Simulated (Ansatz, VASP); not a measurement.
# WS2 (Tungstenite) in two plane-wave programs

One calculation is typed for both programs; each brings its own data sets. How far apart do they land? The cell is taken from a series of runs on this material, whose earlier steps may have relaxed, scaled, displaced or heated it; both programs get it as it stands. Other levels of theory on this material are compared in a session of their own.

Program: Ansatz 0.2.0. Level of theory: plane waves, with VASP 6.6.1 beside it; single point at r2SCAN. Results are calculated unless marked as measured.

## (1) The structure

Symmetry: P6_3/mmc, No. 194, hexagonal system. The conventional cell has a = 3.159 Å, b = 3.159 Å, c = 12.245 Å, α = 90.00°, β = 90.00°, γ = 120.00°. Nearest to W lie 6 S at 2.41 Å. Nearest to S lie 3 W at 2.41 Å. Farther neighbours and most contacts between anions are not listed.

As a file:

```cif
data_structure
_symmetry_space_group_name_H-M 'P 1'
_symmetry_Int_Tables_number 1
_cell_length_a 3.1588
_cell_length_b 3.1588
_cell_length_c 12.2448
_cell_angle_alpha 90.000
_cell_angle_beta 90.000
_cell_angle_gamma 120.000
_cell_volume 105.81
loop_
_atom_site_label
_atom_site_type_symbol
_atom_site_fract_x
_atom_site_fract_y
_atom_site_fract_z
_atom_site_occupancy
W1 W 0.33333 0.66667 0.25000 1
W2 W 0.66667 0.33333 0.75000 1
S3 S 0.33333 0.66667 0.62144 1
S4 S 0.66667 0.33333 0.12144 1
S5 S 0.33333 0.66667 0.87856 1
S6 S 0.66667 0.33333 0.37856 1
```

## (2) VASP: single point, r2SCAN

A single point gives forces, pressure and levels at one fixed geometry, so differences don't come from the geometry; what else differs is listed under the comparison.

Lines of VASP's logs that name or quote its potential files are left out, and so is its time.

Contents of INCAR:

```
SYSTEM = WS2
PREC = Accurate
ENCUT = 580
EDIFF = 1E-06
NELM = 120
ISMEAR = 0
SIGMA = 0.01
LREAL = .FALSE.
ALGO = Normal
METAGGA = R2SCAN
LASPH = .TRUE.
NBANDS = 24
LORBIT = 11
LWAVE = .FALSE.
LCHARG = .FALSE.
ISIF = 2
GGA_COMPAT = .FALSE.
EFERMI = MIDGAP
LMIXTAU = .TRUE.
KPAR = 2
```

Contents of POSCAR:

```
WS2
1.0
    3.1588452724      0.0000000000      0.0000000000
   -1.5794226362      2.7356402525      0.0000000000
    0.0000000000      0.0000000000     12.2447695065
W S
2 4
Direct
    0.3333333333      0.6666666667      0.2500000000
    0.6666666667      0.3333333333      0.7500000000
    0.3333333333      0.6666666667      0.6214363435
    0.6666666667      0.3333333333      0.1214363435
    0.3333333333      0.6666666667      0.8785636565
    0.6666666667      0.3333333333      0.3785636565
```

Contents of KPOINTS:

```
Automatic mesh
0
Gamma
12 12 2
0 0 0
```

The projector-augmented-wave data sets are W and S (PBE family, release 64).

Started as:

```console
$ mpirun -np 2 vasp_std
```

Numbers of over 12 decimals in the logs are rounded to 6 here.

Output:

```text
[banner, memory and clock lines left out]
running    2 mpi-ranks, on    1 nodes
 distrk:  each k-point on    1 cores,    2 groups
 distr:  one band on    1 cores,    1 groups

 POSCAR found type information on POSCAR W S
 POSCAR found :  2 types and       6 ions
|                                                                             |
|               ----> ADVICE to this user running VASP <----                  |
|                                                                             |
|     You enforced a specific xc type in the INCAR file but a different       |
|     [... a line on the potential file left out ...]
|     I HOPE YOU KNOW WHAT YOU ARE DOING!                                     |
|                                                                             |

 LDA part: xc-table for (None), standard interpolation
 POSCAR, INCAR and KPOINTS ok, starting setup
 FFT: planning ... GRIDC
 FFT: planning ... GRID_SOFT
 FFT: planning ... GRID
 WAVECAR not read
 entering main loop
       N       E                     dE             d eps       ncg     rms          rms(c)
DAV:   1     0.116043085710E+03    0.11604E+03   -0.17952E+04  1824   0.151E+03
DAV:   2    -0.128691149151E+03   -0.24473E+03   -0.23472E+03  2480   0.312E+02
DAV:   3    -0.146647806575E+03   -0.17957E+02   -0.17817E+02  2472   0.790E+01
DAV:   4    -0.147052571186E+03   -0.40476E+00   -0.40370E+00  2448   0.129E+01
DAV:   5    -0.147063492727E+03   -0.10922E-01   -0.10914E-01  2480   0.195E+00    0.367E+01
DAV:   6    -0.145515911031E+03    0.15476E+01   -0.11613E+01  2568   0.176E+01    0.199E+01
DAV:   7    -0.141069219860E+03    0.44467E+01   -0.45824E+00  2520   0.134E+01    0.103E+01
DAV:   8    -0.140670377449E+03    0.39884E+00   -0.83516E-01  2592   0.625E+00    0.590E-01
DAV:   9    -0.139977170693E+03    0.69321E+00   -0.22167E-01  2232   0.315E+00    0.607E-01
DAV:  10    -0.140054214744E+03   -0.77044E-01   -0.18659E-01  2072   0.378E+00    0.543E-01
DAV:  11    -0.140163776382E+03   -0.10956E+00   -0.21280E-02  2400   0.123E+00    0.446E-01
DAV:  12    -0.140287648911E+03   -0.12387E+00   -0.62760E-02  2008   0.233E+00    0.303E-01
DAV:  13    -0.140287598424E+03    0.50488E-04   -0.93281E-03  2144   0.794E-01    0.115E-01
DAV:  14    -0.140289651464E+03   -0.20530E-02   -0.21555E-03  2464   0.395E-01    0.379E-02
DAV:  15    -0.140289580931E+03    0.70533E-04   -0.17836E-04  2400   0.106E-01    0.520E-02
DAV:  16    -0.140289749999E+03   -0.16907E-03   -0.16133E-04  2176   0.109E-01    0.113E-02
DAV:  17    -0.140289765852E+03   -0.15853E-04   -0.16988E-05  2384   0.392E-02    0.797E-03
DAV:  18    -0.140289771698E+03   -0.58461E-05   -0.30195E-06  1920   0.140E-02    0.381E-03
DAV:  19    -0.140289775147E+03   -0.34495E-05   -0.30650E-06  1760   0.161E-02    0.301E-03
DAV:  20    -0.140289773889E+03    0.12587E-05   -0.52733E-07  1336   0.669E-03    0.141E-03
DAV:  21    -0.140289773915E+03   -0.26595E-07   -0.81965E-08  1296   0.256E-03
   1 F= -.14028977E+03 E0= -.14028977E+03  d E =0.000000E+00
```

Parts of OUTCAR (step 2):

```text
ion  position               nearest neighbor table
   1  0.333  0.667  0.250-   4 2.41   6 2.41   4 2.41   6 2.41   4 2.41   6 2.41
   2  0.667  0.333  0.750-   3 2.41   5 2.41   3 2.41   5 2.41   3 2.41   5 2.41
   3  0.333  0.667  0.621-   2 2.41   2 2.41   2 2.41
   4  0.667  0.333  0.121-   1 2.41   1 2.41   1 2.41
   5  0.333  0.667  0.879-   2 2.41   2 2.41   2 2.41
   6  0.667  0.333  0.379-   1 2.41   1 2.41   1 2.41

  LATTYP: Found a hexagonal cell.
 ALAT       =     3.1588452724
 C/A-ratio  =     3.8763435530

 Subroutine GETGRP returns: Found 24 space group operations
 (whereof 12 operations were pure point group operations)

The static configuration has the point symmetry D_3d.
 The point group associated with its full space group is D_6h.

 Found     38 irreducible k-points:

   k-points           NKPTS =     38   k-points in BZ     NKDIM =     38   number of bands    NBANDS=     24

   dimension x,y,z NGX =    28 NGY =   28 NGZ =   96
   dimension x,y,z NGXF=    56 NGYF=   56 NGZF=  192

   ENCUT  =  580.0 eV  42.63 Ry    6.53 a.u.   6.20  6.20 24.04*2*pi/ulx,y,z

   NELECT =      36.0000    total number of electrons

 k-points in reciprocal lattice and weights: Automatic mesh
   0.00000000  0.00000000  0.00000000       0.003
   0.08333333  0.00000000  0.00000000       0.021
   0.16666667 -0.00000000  0.00000000       0.021
   0.25000000  0.00000000  0.00000000       0.021
   0.33333333 -0.00000000  0.00000000       0.021
   0.41666667 -0.00000000  0.00000000       0.021
   0.50000000  0.00000000  0.00000000       0.010
   0.08333333  0.08333333  0.00000000       0.021
   0.16666667  0.08333333  0.00000000       0.042
[...]
0.33333333  0.25000000  0.50000000       0.042
   0.33333333  0.33333333  0.50000000       0.007

 average (electrostatic) potential at core
       1 -45.6389       2 -45.6389       3 -88.7259       4 -88.7259       5 -88.7259
       6 -88.7259

 E-fermi :   6.8443

 k-point     1 :       0.0000    0.0000    0.0000
  band No.  band energies     occupation
    ...
     14       3.9950      2.00000
     15       3.9950      2.00000
     16       4.7618      2.00000
     17       5.0469      2.00000
     18       6.3125      2.00000
     19       8.7489      0.00000
     20       8.7490      0.00000
     21       8.7560      0.00000
     22       8.7560      0.00000
     23       8.7658      0.00000
    ...

 k-point     2 :       0.0833    0.0000    0.0000
  band No.  band energies     occupation
    ...
     14       3.8078      2.00000
     15       3.9966      2.00000
     16       4.9070      2.00000
     17       5.0578      2.00000
     18       6.0710      2.00000
     19       8.6091      0.00000
     20       8.6353      0.00000
     21       8.6673      0.00000
     22       8.7168      0.00000
     23       8.7282      0.00000
    ...

 k-point     3 :       0.1667   -0.0000    0.0000
  band No.  band energies     occupation
    ...
     14       3.3688      2.00000
     15       3.8600      2.00000
     16       4.7648      2.00000
     17       4.9988      2.00000
     18       5.4255      2.00000
     19       8.0056      0.00000
     20       8.3885      0.00000
     21       8.6431      0.00000
     22       8.6562      0.00000
     23       8.6689      0.00000
    ...

  Total        0.8376020      0.8376020     -0.0550945      0.0000000     -0.0000000      0.0000000
  in kB       12.6826590     12.6826590     -0.8342199      0.0000000     -0.0000000      0.0000000
  external PRESSURE =       8.1770327 kB  Pullay stress =       0.0000000 kB

  energy-cutoff  :      580.00
  volume of cell :      105.81
      direct lattice vectors                 reciprocal lattice vectors
     3.158845272  0.000000000  0.000000000     0.316571378  0.182772570  0.000000000
    -1.579422636  2.735640253  0.000000000     0.000000000  0.365545140  0.000000000
     0.000000000  0.000000000 12.244769507     0.000000000  0.000000000  0.081667523

 POSITION                                       TOTAL-FORCE (eV/Angst)
 -----------------------------------------------------------------------------------
     -0.00000      1.82376      3.06119        -0.000000     -0.000000      0.000000
      1.57942      0.91188      9.18358        -0.000000      0.000000      0.000000
     -0.00000      1.82376      7.60934         0.000000     -0.000000      0.333856
      1.57942      0.91188      1.48696        -0.000000      0.000000      0.333856
     -0.00000      1.82376     10.75781         0.000000     -0.000000     -0.333856
      1.57942      0.91188      4.63542        -0.000000      0.000000     -0.333856
 -----------------------------------------------------------------------------------
    total drift:                               -0.000000      0.000000     -0.000000

  FREE ENERGIE OF THE ION-ELECTRON SYSTEM (eV)
  ---------------------------------------------------
  free  energy   TOTEN  =      -140.2897739154 eV

  energy  without entropy=     -140.2897739154  energy(sigma->0) =     -140.28977392

 total charge
# of ion       s       p       d       tot
------------------------------------------
    1        0.544   0.719   4.256   5.519
    2        0.544   0.719   4.256   5.519
    3        1.353   2.383   0.000   3.736
    4        1.353   2.383   0.000   3.736
    5        1.353   2.383   0.000   3.736
    6        1.353   2.383   0.000   3.736
--------------------------------------------------
tot          6.500  10.972   8.511  25.984

[... 3 further parts left out ...]
```

The run ends at a pressure of 0.82 GPa, with forces up to 0.33 eV/Å.

## (3) Ansatz: single point, r2SCAN

Ansatz runs on its default PAW (the set named soft_2) files.

The same cell, functional and mesh now go to Ansatz.

Contents of input.yaml:

```yaml
crystal:
  lattice:
    - [3.1588452724, 0.0, 0.0]
    - [-1.5794226362, 2.7356402525, 0.0]
    - [0.0, 0.0, 12.2447695065]
  atoms:
    - { symbol: W, position: [0.3333333333, 0.6666666667, 0.25] }
    - { symbol: W, position: [0.6666666667, 0.3333333333, 0.75] }
    - { symbol: S, position: [0.3333333333, 0.6666666667, 0.6214363435] }
    - { symbol: S, position: [0.6666666667, 0.3333333333, 0.1214363435] }
    - { symbol: S, position: [0.3333333333, 0.6666666667, 0.8785636565] }
    - { symbol: S, position: [0.6666666667, 0.3333333333, 0.3785636565] }
kpoints:
  mp_grid: { grid: [12, 12, 2] }
  band_path:
    path:
      - [0.0, 0.0, 0.0]
      - [0.5, 0.0, 0.0]
      - [0.33333333, 0.33333333, 0.0]
      - [0.0, 0.0, 0.5]
      - [0.5, 0.0, 0.5]
      - [0.33333333, 0.33333333, 0.5]
      - [0.1666666667, 0.1666666667, 0.0]
    npoints: 1
hamiltonian:
  xc: r2scan
scf:
  occupations: { method: fixed }
  n_extra_bands: 6
output:
  eigenvalues: true
  write_density: true
  write_potential: true
  elf: true
  volumetric_format: npy
basis:
  ecutwfc: 550.0
```

Started as:

```console
$ ansatz run input.yaml --threads 2 --pin off --max-ram 92160MiB --backend cuda --devices 1 --max-vram 13GiB --events-out ev --progress --plain --runs-dir out
```

Output:

```text
scf.n_extra_bands = 6 over 26 filled bands (N_el = 52.0): the run solves 32 bands
GPUs: using 1 of 1 available (devices: 1).
Engine: ansatz 0.2.0, x86_64-unknown-linux-gnu
Pseudopotentials: kind: paw
Pseudopotential: W, paw, valence charge 14, recommended cutoff 500 eV (meta_gga), W.paw.azcp
Pseudopotential: S, paw, valence charge 6, recommended cutoff 500 eV (meta_gga), S.paw.azcp
Functional definition: r2SCAN
  parameter k0 = 0.174
  parameter k1 = 0.065
  parameter a1 = 4.9479
  exchange = r2scan_x(k0 = k0, k1 = k1, a1 = a1)
  correlation = r2scan_c
device memory: the entry about to start is reckoned to put 4.0 GiB on a device that reports 61.4 GiB free (of which the cap on the GPU budget leaves the run 13.0 GiB)
GPU FFT provider: cuFFT
GPU libraries: cuBLAS 13.8.2, cuFFT 12.4.0, cuSOLVER 12.3.4
Crystal: 6 atoms, lattice volume = 105.813 Å³
Basis set: ecut = 550 eV, 3047 PW (Γ), exchange–correlation on 100×100×384 points (64 copies of the dense FFT grid, shifted against one another)
Bands: 32, of which v1, the nominal top of the filled ones, is band 26 counted from 1 (25 counted from 0)
Symmetry: 24 space group operations
Space group: P63/mmc (ITA 194), of the structure as read, at distance tolerance 4.7e-5 Å
k-points: 38 of 288
Non-local potential: W, projectors of the file, l = 0: 3, l = 1: 2, l = 2: 2, l = 3: 1
Non-local potential: S, projectors of the file, l = 0: 2, l = 1: 2, l = 2: 2
PAW form: soft (Blöchl's): semilocal exchange-correlation on the pseudo side does not see the compensation charge
PAW frozen core: W, regenerated for the run's functional (the file was generated under x = pbe(κ = 0.804, μ = 0.219515), c = pbe(β = 0.066725))
PAW frozen core: S, regenerated for the run's functional (the file was generated under x = pbe(κ = 0.804, μ = 0.219515), c = pbe(β = 0.066725))
PAW one-centre angular grid: W, 590 points (default); XC on 160 Gauss nodes
PAW one-centre angular grid: S, 302 points (default); XC on 160 Gauss nodes
Initial density: superposition of atomic densities (neutral atoms: chi_scale 0, normalization atom), corrected by the library's trained network
Initial wavefunctions: pseudopotential atomic-orbital guess
GPU buffer pool allocated for 60000 grid points (all kernels)
GPU transforms: local potential and band sums: pruned to the plane-wave sphere, on 25×25×96
Functional: x = r2scan, c = r2scan; τ floored in thin density (d = 2e-4 eV/Å³)
SCF iter   1: F=—  HF=-24423.088292 eV  |F-HF|=—  |Δ(HF+E_count)|=         —  Δρ=7.97e-3  dr2=3.89e-2  dr2_τ=1.61e-1  ethr=1.77e-3  ⟨swp⟩=5.0  Hψ=5030  notcnv=0  defer=125
preconditioner: auto → Resta (q_TF=auto, 2.424 Å⁻¹)  ε∞=7.0  [insulator: Δε(μ)=1.033 eV  Ē_g=8.873 eV  n_scr=26 (ndim 8)  ℏωp=21.7 eV  f_vac=0.014  ε∞_Penn≈7.0]
SCF iter   2: F=—  HF=-24423.230984 eV  |F-HF|=—  |Δ(HF+E_count)|=   1.43e-1  Δρ=4.81e-3  dr2=1.61e-2  dr2_τ=1.73e-3  ethr=7.48e-5  ⟨swp⟩=2.4  Hψ=2308  notcnv=0  defer=144
SCF iter   3: F=—  HF=-24423.235911 eV  |F-HF|=—  |Δ(HF+E_count)|=   4.93e-3  Δρ=2.60e-3  dr2=3.41e-3  dr2_τ=3.78e-4  ethr=3.09e-5  ⟨swp⟩=2.3  Hψ=1611  notcnv=0  defer=150
SCF iter   4: F=—  HF=-24423.238620 eV  |F-HF|=—  |Δ(HF+E_count)|=   2.71e-3  Δρ=1.07e-3  dr2=7.16e-4  dr2_τ=4.45e-5  ethr=6.56e-6  ⟨swp⟩=2.3  Hψ=1884  notcnv=0  defer=150
SCF iter   5: F=—  HF=-24423.239117 eV  |F-HF|=—  |Δ(HF+E_count)|=   4.97e-4  Δρ=2.03e-4  dr2=3.58e-5  dr2_τ=2.27e-6  ethr=1.38e-6  ⟨swp⟩=2.1  Hψ=1773  notcnv=0  defer=150
SCF iter   6: F=—  HF=-24423.239051 eV  |F-HF|=—  |Δ(HF+E_count)|=   6.62e-5  Δρ=3.03e-5  dr2=1.15e-6  dr2_τ=3.96e-8  ethr=6.88e-8  ⟨swp⟩=2.0  Hψ=1913  notcnv=0  defer=53
SCF iter   7: F=-24423.239051 eV  HF=-24423.239051 eV  |F-HF|=2.84e-9  |Δ(HF+E_count)|=   4.00e-7  Δρ=4.69e-6  dr2=2.57e-8  dr2_τ=1.03e-9  ethr=1.92e-10  ⟨swp⟩=6.7  Hψ=5627  notcnv=0
SCF 1 converged in 7 iterations: F = -24423.239051 eV  dr2 = 2.57e-8
  greatest PAW one-centre occupation: 0.999 electrons in one spin orbital (limit 2), on the W atom at site 1 (counted from 0), in its partial waves of l = 0
device memory: the entry about to start is reckoned to put 1.5 GiB on a device that reports 62.5 GiB free (of which the cap on the GPU budget leaves the run 13.0 GiB)
NSCF: frozen V_eff on 7 k-points
SCF converged after 7 iterations
Free energy (F): -24423.239051 eV
Harris-Foulkes:  -24423.239051 eV  (|F-HF|=2.84e-9)
Internal energy: -24423.239051 eV  (E = F + TS)
E sigma→0 (E₀):  -24423.239051 eV
Fermi energy:    11.726866 eV
--- Per-component energies (eV) ---
  E_band       = -408.038791
  E_kinetic    = 1334.368873
  E_local      = -3431.260683  (includes V_loc(G=0)·N_el)
  E_nonlocal   = 115.612352
  E_hartree    = 1358.321468
  E_xc         = -867.243759
  E_vxc        = -900.651768  (∫ρ·V_xc dr)
  E_paw        = -19624.411089  (= ΣΔE_a)
  E_vpaw       = -287.195128  (= ΣTr[D̂ρ^β])
  E_aug_tail   = -0.000038  (compensation charges beyond the density's cutoff)
  E_vtau       = 44.437807  (kinetic-family band-sum trace: ∫τ·v_τ [+ j·A + Jᵃ·Aᵃ] dr)
  E_ewald      = -3307.011211
  E_core_change = -1.614965  (= ΣΔE_core)
  E_smearing   = -0.000000  (= −TS)
  E_closure    = -0.000000  (closes the sum)
  Σ components = -24423.239051   (vs F -24423.239051, Δ=0.00e0)
--- Band table (eV; the first three rows and the last of 38) ---
  k-point 0: bands = [... 22 lower, 9.3782, 10.1346, 10.4426, 11.7269, 14.1458, 14.1458, 14.1489, 14.1489, ... 2 higher]
  k-point 1: bands = [... 22 lower, 9.3465, 9.3465, 11.3924, 11.3924, 14.1317, 14.1317, 14.1317, 14.1317, ... 2 higher]
  k-point 2: bands = [... 22 lower, 9.3777, 10.2849, 10.4542, 11.4827, 14.0021, 14.0287, 14.0648, 14.1107, ... 2 higher]
  k-point 37: bands = [... 22 lower, 8.4124, 8.4124, 11.0010, 11.0010, 13.0723, 13.0723, 14.4234, 14.4234, ... 2 higher]
```

The column dr2 measures how far the density is from self-consistency, as an energy; F and HF (Harris–Foulkes) agree once it is small.

## (4) Differences

Known differences besides the potentials themselves: VASP keeps PBE cores, Ansatz makes them for the functional; fixed occupations in Ansatz, narrow Gaussian smearing in VASP; the data sets hold 52 valence electrons in Ansatz (on its default PAW (the set named soft_2) files) and 36 in VASP; the cutoff is 550 eV in Ansatz and 580 eV in VASP. Total energies have different zeros and are not compared.

The two programs side by side:

| quantity | Ansatz | VASP | difference |
| --- | --- | --- | --- |
| gap on the k mesh (eV) | 1.044 | 1.064 | -0.020 |

A gap on the mesh is an upper bound, since the band edges may lie between its points; neither run holds spin-orbit coupling, which can move the band edges of a compound of W.

## (5) Outcome

- difference in gap on the k mesh (single point, r2SCAN): -0.020 eV

**Reading.** The difference in gap on the k mesh is -0.020 eV (single point, r2SCAN), within the 0.08 eV picked in this series as the mark of a large difference. The data sets hold unlike numbers of valence electrons (52 in Ansatz and 36 in VASP), so part of the differences comes from the potentials. 7 further runs of this series are not shown here. How closely two codes agree says nothing of how well the functional describes the real material.

[Lines on the potential files, build, host, timing and source positions are cut from VASP's logs without a mark.]

[Logs are printed without paths, hosts, clocks, repeated set-up lines and the standing remarks that a program may print on its own settings, such as how far it seeks lower states.]

[Hosts, paths, dates, database ids (printed as entryN), source tags and the programs' standing remarks are cut or masked in the printed files.]
